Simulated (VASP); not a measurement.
Input:

```
CELL_PARAMETERS angstrom
      2.95000     0.00000     0.00000
      0.00000     2.95000     0.00000
      0.00000     0.00000     2.95000
ATOMIC_POSITIONS crystal
  Zn 0.50000 0.50000 0.50000
  Cu 0.00000 0.00000 0.00000
```
Cell charge -0.5.

Computed with PBE GGA, VASP's PBE PAW potentials (set 64) (plane waves; VASP). Run with NELECT = 23.5, 400 eV cut-off, 11×11×11 Γ-centred mesh, Gaussian smearing of 0.050 eV, potentials Zn Cu.

The cell is charged, with a uniform compensating background.

**Question.** Predict the energy per atom (σ→0), pressure, band gap (on the k-mesh) with the smallest direct gap where there is one.

**Answer.** 
```json
{
 "band gap (on the k-mesh)": "none (metal, semimetal or under 0.01 eV)",
 "energy per atom (σ→0)": "-0.999 eV/atom",
 "pressure": "336.0 kbar"
}
```

Only differences to runs with the same potentials and settings are physical.

The compound is CuZn in the CsCl type structure. The cell was not relaxed at this level. The run is one of a series of settings (ISMEAR = 0, NELECT = 23.5, SIGMA = 0.05 against the base run), some of them coarse on purpose.
